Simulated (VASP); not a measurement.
Computed with r2SCAN meta-GGA, VASP's PBE PAW potentials (set 64) (plane waves; VASP 6.6.1).

The input files of a VASP run:

KPOINTS:
```
Automatic mesh
0
Gamma
6 6 6
0 0 0
```

### INCAR
```
SYSTEM  =  CsCl
PREC  =  Accurate; ENCUT  =  530; LREAL  =  F
LASPH  =  T
EDIFF  =  1E-7; NELM  =  100; ALGO  =  Normal
LMAXMIX  =  4; LMIXTAU  =  T
ISMEAR  =  0; SIGMA  =  0.05
METAGGA  =  R2SCAN
IBRION  =  6; NSW  =  1; ISIF  =  3
POTIM  =  0.015; NFREE  =  2
LWAVE  =  F; LCHARG  =  F
```

**POSCAR**
```
CsCl
1
    4.1428824753    -0.0000000000    -0.0000000000
    0.0000000000     4.1428824753     0.0000000000
    0.0000000000     0.0000000000     4.1428824753
Cs Cl
1 1
Direct
  0.0000000000   0.0000000000   0.0000000000
  0.5000000000   0.5000000000   0.5000000000
```

POTCAR, in this order: Cs_sv Cl (PBE.64 set). Program: vasp_std.

Output

File OUTCAR:
```


   1 f  =    2.944101 THz    18.498331 2PiTHz   98.204633 cm-1    12.175817 meV
             X         Y         Z           dx          dy          dz
      0.000000  0.000000  0.000000    -0.461764    0.000000    0.000000
      2.071441  2.071441  2.071441     0.887003    0.000000    0.000000

   2 f  =    2.944101 THz    18.498331 2PiTHz   98.204633 cm-1    12.175817 meV
             X         Y         Z           dx          dy          dz
      0.000000  0.000000  0.000000     0.000000   -0.461764   -0.000000
      2.071441  2.071441  2.071441    -0.000000    0.887003   -0.000000

   3 f  =    2.944101 THz    18.498331 2PiTHz   98.204633 cm-1    12.175817 meV
             X         Y         Z           dx          dy          dz
      0.000000  0.000000  0.000000     0.000000    0.000000   -0.461764
      2.071441  2.071441  2.071441    -0.000000    0.000000    0.887003

   4 f/i=    0.009506 THz     0.059728 2PiTHz    0.317085 cm-1     0.039313 meV
             X         Y         Z           dx          dy          dz
      0.000000  0.000000  0.000000     0.567709    0.541749   -0.413507
      2.071441  2.071441  2.071441     0.295543    0.282029   -0.215267

   5 f/i=    0.009506 THz     0.059728 2PiTHz    0.317085 cm-1     0.039313 meV
             X         Y         Z           dx          dy          dz
      0.000000  0.000000  0.000000     0.459309    0.093465    0.753043
      2.071441  2.071441  2.071441     0.239111    0.048657    0.392026

   6 f/i=    0.009506 THz     0.059728 2PiTHz    0.317085 cm-1     0.039313 meV
             X         Y         Z           dx          dy          dz
      0.000000  0.000000  0.000000    -0.503503    0.696093    0.220709
      2.071441  2.071441  2.071441    -0.262119    0.362379    0.114899

 ELASTIC MODULI CONTR FROM IONIC RELAXATION (kBar)
 Direction    XX          YY          ZZ          XY          YZ          ZX
 --------------------------------------------------------------------------------
 XX           0.0000      0.0000      0.0000      0.0000      0.0000      0.0000
 YY           0.0000      0.0000      0.0000      0.0000      0.0000      0.0000
 ZZ           0.0000      0.0000      0.0000      0.0000      0.0000      0.0000
 XY           0.0000      0.0000      0.0000      0.0000      0.0000      0.0000
 YZ           0.0000      0.0000      0.0000      0.0000      0.0000      0.0000
 ZX           0.0000      0.0000      0.0000      0.0000      0.0000      0.0000
 --------------------------------------------------------------------------------

 TOTAL ELASTIC MODULI (kBar)
 Direction    XX          YY          ZZ          XY          YZ          ZX
 --------------------------------------------------------------------------------
 XX         376.3227     91.5653     91.5653     -0.0000     -0.0000      0.0000
 YY          91.5653    376.3227     91.5653      0.0000     -0.0000      0.0000
 ZZ          91.5653     91.5653    376.3227     -0.0000     -0.0000      0.0000
 XY          -0.0000      0.0000     -0.0000     94.4230      0.0000      0.0000
 YZ          -0.0000     -0.0000     -0.0000      0.0000     94.4230      0.0000
 ZX           0.0000      0.0000      0.0000      0.0000      0.0000     94.4230
 --------------------------------------------------------------------------------
```
(Selected blocks of OUTCAR.)

The compound is CsCl in the CsCl type structure. It was relaxed first.
